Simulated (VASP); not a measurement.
A convergence study with VASP on NiSb (NiAs type): one setting is varied, all else stays as given below, so the limit is that of these other settings.

```xyz
4
Lattice="1.9650 -3.4035 0.0000 1.9650 3.4035 0.0000 0.0000 0.0000 5.1300" Properties=species:S:1:pos:R:3 pbc="T T T"
Ni     0.0000     0.0000     2.5650
Ni     0.0000     0.0000     0.0000
Sb     1.9650     1.1345     1.2825
Sb     1.9650    -1.1345     3.8475
```

Calculation: PBE GGA, VASP's PBE PAW potentials (set 64) (plane waves; VASP). The tightest run used: 550 eV cut-off, 18×18×13 Γ-centred mesh, first-order Methfessel-Paxton smearing of 0.10 eV, potentials Ni Sb.

**Question.** The settings run are 1×1×1 mesh; 2×2×1 mesh; 3×3×2 mesh; 4×4×3 mesh; 5×5×4 mesh; 6×6×4 mesh; 7×7×5 mesh; 8×8×6 mesh; 9×9×6 mesh; 10×10×7 mesh; 11×11×8 mesh; 12×12×8 mesh; 13×13×9 mesh; 14×14×10 mesh; 15×15×10 mesh; 16×16×11 mesh; 17×17×12 mesh; 18×18×13 mesh. From which on does the energy per atom stay within 0.005 eV/atom of the tightest run?

**Answer.** From 7×7×5 mesh on: it is off by 0.0020 there and by no more than 0.005 in any finer run, while 6×6×4 mesh is off by 0.0060.
```
setting        E (eV/atom)  pressure (GPa)  irreducible k-points  difference judged (eV/atom)
-------------  -----------  --------------  --------------------  ---------------------------
1×1×1 mesh         -2.2617           29.02                     1                       2.8105
2×2×1 mesh         -5.1015            7.32                     2                       0.0293
3×3×2 mesh         -5.0100            5.80                     6                       0.0622
4×4×3 mesh         -5.0766            2.98                     8                       0.0044
5×5×4 mesh         -5.0653            3.60                    15                       0.0069
6×6×4 mesh         -5.0662            3.42                    21                       0.0060
7×7×5 mesh         -5.0741            3.18                    24                       0.0020
8×8×6 mesh         -5.0723            3.38                    40                       0.0001
9×9×6 mesh         -5.0736            3.19                    48                       0.0014
10×10×7 mesh       -5.0714            3.31                    56                       0.0008
11×11×8 mesh       -5.0722            3.07                    80                       0.0000
12×12×8 mesh       -5.0731            3.22                    95                       0.0010
13×13×9 mesh       -5.0716            3.31                   105                       0.0006
14×14×10 mesh      -5.0727            3.18                   144                       0.0005
15×15×10 mesh      -5.0722            3.26                   162                       0.0000
16×16×11 mesh      -5.0723            3.29                   180                       0.0001
17×17×12 mesh      -5.0726            3.20                   231                       0.0004
18×18×13 mesh      -5.0722            3.22                   259                       0.0000
```

Left out are rungs that failed or repeat a setting and relaxations that didn't move; long series are thinned to 24 rows.

The compound is NiSb in the NiAs type structure. The cell was not relaxed at this level. The run is not spin-polarised, so no magnetic state was tried.
